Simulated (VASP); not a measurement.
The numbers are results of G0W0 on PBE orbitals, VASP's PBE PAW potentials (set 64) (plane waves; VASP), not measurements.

A VASP calculation is set up with these files.

POSCAR:
```
C
2.522250
  0.0000000000   0.7071067499   0.7071067499
  0.7071067499   0.0000000000   0.7071067499
  0.7071067499   0.7071067499   0.0000000000
C
2
Cartesian
  0.0000000000   0.0000000000   0.0000000000
  0.3535533750   0.3535533750   0.3535533750
```

**INCAR**
```
SYSTEM = C
PREC = Normal
ENCUT = 500
ALGO = EVGW0
LREAL = .FALSE.
LASPH = .TRUE.
ISMEAR = 0
SIGMA = 0.01
GGA = PE
LWAVE = .FALSE.
LCHARG = .FALSE.
NELMGW = 1
NBANDS = 160
NOMEGA = 64
ENCUTGW = 200
NBANDSGW = 12
LSPECTRALGW = .TRUE.
```

KPOINTS:
```
Automatic mesh
0
Gamma
4 4 4
0 0 0
```

POTCAR, in this order: C_GW_new (PBE.64 set). Program: vasp_std. Read from the step before: WAVECAR, WAVEDER.

Output of the run:

File OSZICAR:
```
energies w=
    0.000    0.000    0.918    0.000    1.833    0.000    2.745    0.000
    3.650    0.000    4.548    0.000    5.436    0.000    6.314    0.000
    7.181    0.000    8.037    0.000    8.881    0.000    9.713    0.000
   10.533    0.000   11.343    0.000   12.142    0.000   12.932    0.000
   13.714    0.000   14.488    0.000   15.257    0.000   16.022    0.000
   16.784    0.000   17.545    0.000   18.306    0.000   19.070    0.000
   19.837    0.000   20.611    0.000   21.393    0.000   22.186    0.000
   22.992    0.000   23.814    0.000   24.654    0.000   25.516    0.000
   26.403    0.000   27.319    0.000   28.268    0.000   29.256    0.000
   30.286    0.000   31.365    0.000   32.502    0.000   33.703    0.000
   34.977    0.000   36.336    0.000   37.791    0.000   39.359    0.000
   41.056    0.000   42.904    0.000   44.929    0.000   47.162    0.000
   49.644    0.000   52.422    0.000   55.558    0.000   59.132    0.000
   63.249    0.000   68.046    0.000   73.710    0.000   80.507    0.000
   88.811    0.000   99.187    0.000  112.511    0.000  130.231    0.000
  154.922    0.000  191.636    0.000  251.849    0.000  368.414    0.000
NQ=   1    0.0000    0.0000    0.0000,
 performed        110000 updates of chi_q(r,r)
NQ=   2    0.2500    0.0000    0.0000,
 performed        328000 updates of chi_q(r,r)
NQ=   3    0.5000    0.0000    0.0000,
 performed        515000 updates of chi_q(r,r)
NQ=   4    0.2500    0.2500    0.0000,
 performed        733000 updates of chi_q(r,r)
NQ=   5    0.5000    0.2500    0.0000,
 performed       1035000 updates of chi_q(r,r)
NQ=   6   -0.2500    0.2500    0.0000,
 performed       1306000 updates of chi_q(r,r)
NQ=   7    0.5000    0.5000    0.0000,
 performed       1470000 updates of chi_q(r,r)
NQ=   8   -0.2500    0.5000    0.2500,
 performed       1680000 updates of chi_q(r,r)
 resolving degeneracies of screened two electron integrals
```

**OUTCAR**
```


 k-point   1 :       0.0000    0.0000    0.0000
  band No.  KS-energies  QP-energies   sigma(KS)   V_xc(KS)     V^pw_x(r,r')   Z            occupation Imag(sigma)

      1      -8.7675     -10.4497     -16.9331     -14.7529     -25.3805       0.7716       2.0000       1.3877
      2      12.7150      11.8761     -17.8205     -16.7988     -19.5215       0.8210       2.0000       0.0602
      3      12.7150      11.8761     -17.8205     -16.7988     -19.5215       0.8210       2.0000       0.0602
      4      12.7150      11.8761     -17.8205     -16.7988     -19.5215       0.8210       2.0000       0.0602
      5      18.3097      19.1457     -14.4695     -15.4918      -9.1029       0.8177       0.0000      -0.0839
      6      18.3097      19.1457     -14.4695     -15.4918      -9.1029       0.8177       0.0000      -0.0839
      7      18.3097      19.1457     -14.4695     -15.4918      -9.1029       0.8177       0.0000      -0.0839
      8      26.0653      26.7841     -15.4160     -16.3551      -7.6773       0.7654       0.0000      -0.2056
      9      32.0068      32.1278     -11.6843     -11.8354      -4.2850       0.8013       0.0000      -0.3502
     10      39.2145      39.9031     -13.0210     -13.8672      -5.8919       0.8137       0.0000      -0.5393
     11      39.2145      39.9031     -13.0210     -13.8672      -5.8919       0.8137       0.0000      -0.5393
     12      40.2410      40.4802     -11.1796     -11.4750      -3.2399       0.8097       0.0000      -0.8426

 k-point   2 :       0.2500    0.0000    0.0000
  band No.  KS-energies  QP-energies   sigma(KS)   V_xc(KS)     V^pw_x(r,r')   Z            occupation Imag(sigma)

      1      -7.0504      -8.6803     -17.0142     -14.8846     -24.9581       0.7654       2.0000       1.1657
      2       6.1198       4.9012     -17.2071     -15.6777     -20.6334       0.7968       2.0000       0.1235
      3      10.9682      10.0516     -17.6059     -16.4845     -19.7178       0.8173       2.0000       0.0699
      4      10.9682      10.0516     -17.6059     -16.4845     -19.7178       0.8173       2.0000       0.0699
      5      20.5088      21.4207     -14.5279     -15.6520      -8.6276       0.8112       0.0000      -0.0997
      6      20.5088      21.4207     -14.5279     -15.6520      -8.6276       0.8112       0.0000      -0.0997
      7      20.8628      21.5706     -14.7843     -15.6592      -8.8372       0.8090       0.0000      -0.1034
      8      27.3718      28.1983     -14.6227     -15.6943      -6.7023       0.7712       0.0000      -0.2446
      9      33.4323      33.7417     -12.1634     -12.5539      -4.3263       0.7926       0.0000      -0.4303
     10      35.0858      35.5918     -12.1302     -12.7478      -5.1510       0.8193       0.0000      -0.4370
     11      35.0858      35.5918     -12.1302     -12.7478      -5.1510       0.8193       0.0000      -0.4370
     12      38.1911      38.4980     -12.0240     -12.4087      -3.7118       0.7976       0.0000      -0.7510

 k-point   3 :       0.5000    0.0000    0.0000
  band No.  KS-energies  QP-energies   sigma(KS)   V_xc(KS)     V^pw_x(r,r')   Z            occupation Imag(sigma)

      1      -2.9903      -4.5269     -17.6679     -15.6323     -24.5633       0.7549       2.0000       0.6783
      2      -0.6580      -2.0234     -16.3836     -14.5852     -21.9640       0.7593       2.0000       0.3845
      3       9.9160       8.9158     -17.6528     -16.4217     -20.1409       0.8125       2.0000       0.0789
      4       9.9160       8.9158     -17.6528     -16.4217     -20.1409       0.8125       2.0000       0.0789
      5      21.1743      22.0588     -14.0207     -15.1086      -7.9752       0.8130       0.0000      -0.1039
      6      21.1743      22.0588     -14.0207     -15.1086      -7.9752       0.8130       0.0000      -0.1039
      7      21.5676      22.1805     -14.8605     -15.6228      -8.6502       0.8040       0.0000      -0.1126
      8      28.4299      29.1368     -12.9736     -13.8853      -5.1040       0.7753       0.0000      -0.2556
      9      34.6236      35.2051     -13.0616     -13.8077      -4.7428       0.7793       0.0000      -0.4735
     10      36.9103      37.4158     -13.3729     -14.0244      -4.5013       0.7758       0.0000      -0.7391
     11      38.6558      39.2889     -12.9312     -13.7266      -4.6669       0.7960       0.0000      -0.7424
     12      38.6558      39.2889     -12.9312     -13.7266      -4.6669       0.7960       0.0000      -0.7424

 k-point   4 :       0.2500    0.2500    0.0000
  band No.  KS-energies  QP-energies   sigma(KS)   V_xc(KS)     V^pw_x(r,r')   Z            occupation Imag(sigma)

      1      -6.4805      -8.0205     -17.0098     -14.9247     -24.8087       0.7386       2.0000       1.0441
      2       8.1983       7.0101     -17.9553     -16.4753     -20.9823       0.8028       2.0000       0.0972
      3       8.5910       7.5469     -17.2824     -15.9905     -19.9953       0.8082       2.0000       0.0884
      4       8.5910       7.5469     -17.2824     -15.9905     -19.9953       0.8082       2.0000       0.0884
      5      17.1502      17.7153     -13.8856     -14.5711      -8.7131       0.8244       0.0000      -0.0796
      6      22.9547      23.4960     -12.8547     -13.5208      -6.5313       0.8125       0.0000      -0.1218
      7      24.3174      25.3757     -15.0081     -16.3488      -8.0920       0.7893       0.0000      -0.1482
      8      24.3174      25.3757     -15.0081     -16.3488      -8.0920       0.7893       0.0000      -0.1482
      9      32.8483      33.4890     -14.2687     -15.0931      -6.1332       0.7772       0.0000      -0.4670
     10      34.9234      35.3837     -12.6567     -13.2427      -4.3306       0.7854       0.0000      -0.5115
     11      42.1326      42.8526     -13.0241     -13.8853      -5.4840       0.8361       0.0000      -0.8259
     12      45.3424      45.6914     -11.3072     -11.7289      -2.9769       0.8276       0.0000      -1.2327

 k-point   5 :       0.5000    0.2500    0.0000
  band No.  KS-energies  QP-energies   sigma(KS)   V_xc(KS)     V^pw_x(r,r')   Z            occupation Imag(sigma)

      1      -2.7418      -4.2481     -17.3584     -15.3574     -24.0334       0.7527       2.0000       0.6183
      2       1.9281       0.5506     -17.1815     -15.3863     -22.0862       0.7673       2.0000       0.2458
      3       5.9722       4.7476     -17.1487     -15.6066     -20.6102       0.7941       2.0000       0.1209
      4       7.8381       6.7318     -17.3451     -15.9703     -20.3435       0.8046       2.0000       0.0965
      5      18.7828      19.3172     -13.3556     -14.0033      -7.8402       0.8250       0.0000      -0.0886
      6      24.1502      24.8861     -13.6273     -14.5431      -6.9343       0.8036       0.0000      -0.1456
      7      25.5393      26.5988     -14.7064     -16.0598      -7.3948       0.7828       0.0000      -0.1766
      8      26.0565      26.9790     -14.8997     -16.0799      -7.5177       0.7816       0.0000      -0.1909
      9      33.0387      33.7597     -13.6911     -14.6115      -5.4105       0.7834       0.0000      -0.4464
     10      36.3418      37.0961     -14.1965     -15.1757      -5.0543       0.7703       0.0000      -0.7001
     11      40.2422      40.8439     -12.7508     -13.4974      -4.7090       0.8059       0.0000      -0.7828
     12      43.6978      44.0101     -11.5614     -11.9477      -3.4324       0.8084       0.0000      -0.9853

 k-point   6 :      -0.2500    0.2500    0.0000
  band No.  KS-energies  QP-energies   sigma(KS)   V_xc(KS)     V^pw_x(r,r')   Z            occupation Imag(sigma)

      1      -4.2964      -5.8461     -17.1878     -15.1539     -24.3266       0.7619       2.0000       0.8022
      2       4.0139       2.6650     -17.5511     -15.8189     -21.8698       0.7787       2.0000       0.1763
      3       5.1038       3.8747     -16.7564     -15.2085     -20.3333       0.7940       2.0000       0.1346
      4       9.7028       8.6968     -17.5515     -16.3141     -20.0385       0.8130       2.0000       0.0794
      5      20.6412      21.3224     -13.7366     -14.5710      -7.8492       0.8165       0.0000      -0.0996
      6      22.7329      23.7663     -14.5688     -15.8655      -7.9145       0.7969       0.0000      -0.1298
      7      25.0825      25.9651     -14.7423     -15.8535      -7.8483       0.7942       0.0000      -0.1592
      8      26.6470      27.4866     -14.5012     -15.5865      -6.7994       0.7736       0.0000      -0.2166
      9      32.3718      32.9630     -12.9341     -13.6847      -5.0380       0.7877       0.0000      -0.3842
     10      33.4444      33.9190     -12.0966     -12.6702      -5.4349       0.8275       0.0000      -0.3460
     11      37.4862      38.1666     -13.7988     -14.6779      -4.6389       0.7740       0.0000      -0.7793
     12      45.9957      46.2600     -11.5493     -11.8729      -3.2585       0.8168       0.0000      -1.1614

 k-point   7 :       0.5000    0.5000    0.0000
  band No.  KS-energies  QP-energies   sigma(KS)   V_xc(KS)     V^pw_x(r,r')   Z            occupation Imag(sigma)

      1      -0.0503      -1.5055     -17.4650     -15.5418     -23.2332       0.7567       2.0000       0.3821
      2      -0.0503      -1.5055     -17.4650     -15.5418     -23.2332       0.7567       2.0000       0.3821
      3       6.4174       5.2392     -17.2490     -15.7716     -20.6620       0.7975       2.0000       0.1128
      4       6.4174       5.2392     -17.2490     -15.7716     -20.6620       0.7975       2.0000       0.1128
      5      17.4565      17.8381     -13.0373     -13.4967      -7.7611       0.8308       0.0000      -0.0824
      6      17.4565      17.8381     -13.0373     -13.4967      -7.7611       0.8308       0.0000      -0.0824
      7      29.5576      30.7184     -15.4175     -16.9516      -6.6286       0.7567       0.0000      -0.3476
      8      29.5576      30.7184     -15.4175     -16.9516      -6.6286       0.7567       0.0000      -0.3476
      9      35.9741      36.7294     -14.1854     -15.1605      -5.0841       0.7746       0.0000      -0.6916
...
```
(Selected blocks of OUTCAR.)

The mesh is coarse and the basis finite, so the quasiparticle values are not converged.

The compound is C in the diamond structure. The cell was not relaxed at this level. The k-mesh is coarse (spacing up to 0.76 per Å, 2π included), so the numbers may not be converged in it.
